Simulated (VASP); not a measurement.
VASP ran on this input.

### INCAR
```
! general
SYSTEM   =  TiSe2
PREC     =  Accurate
ENCUT    =  150
LREAL    =  .False.
LASPH    =  .True.

! electronic loop
EDIFF    =  1E-6
NELM     =  100
ALGO     =  Normal
LMAXMIX  =  4

! smearing
ISMEAR   =  0
SIGMA    =  0.136

! functional
GGA      =  PE

! ions
ISIF     =  2

! output
LWAVE    =  .False.
LCHARG   =  .False.
```

**POSCAR**
```
TiSe2
1
    3.5433350000     0.0000000000     0.0000000000
   -1.7716680000     3.0686190000     0.0000000000
    0.0000000000     0.0000000000    16.9400230000
Ti Se
1 2
Direct
  0.0000000000   0.0000000000   0.5000000000
  0.3333330000   0.6666670000   0.5867770000
  0.6666670000   0.3333330000   0.4132230000
```

**KPOINTS**
```
Automatic mesh
0
Gamma
6 6 1
0 0 0
```

POTCAR, in this order: Ti_sv Se (PBE.64 set). Program: vasp_std.

Problem. Translate this PBE calculation to Ansatz.

Solution. One equivalent input (not run):
Ansatz 0.2 input:
```yaml
crystal:
  lattice:
    - [3.5433350, 0.0000000, 0.0000000]
    - [-1.7716680, 3.0686190, 0.0000000]
    - [0.0000000, 0.0000000, 16.9400230]
  atoms:
    - { symbol: Ti, position: [0.0000000, 0.0000000, 0.5000000] }
    - { symbol: Se, position: [0.3333330, 0.6666670, 0.5867770] }
    - { symbol: Se, position: [0.6666670, 0.3333330, 0.4132230] }
kpoints:
  mp_grid: { grid: [6, 6, 1] }
hamiltonian:
  xc: pbe
  pseudopotentials: { kind: paw }
scf:
  occupations: { method: gaussian, width: 0.136 }
  max_iter: 100
output: { forces: true, stress: true, eigenvalues: true }
```
What does not carry over: each code has its own PAW files, so the cut-off isn't converted (ENCUT is set for VASP's; basis.ecutwfc is left out, and Ansatz then takes the one that its files recommend); Ansatz stops its SCF on the density residual and VASP on the energy change (EDIFF).

The cell is a sheet with vacuum, built from a generated structure.
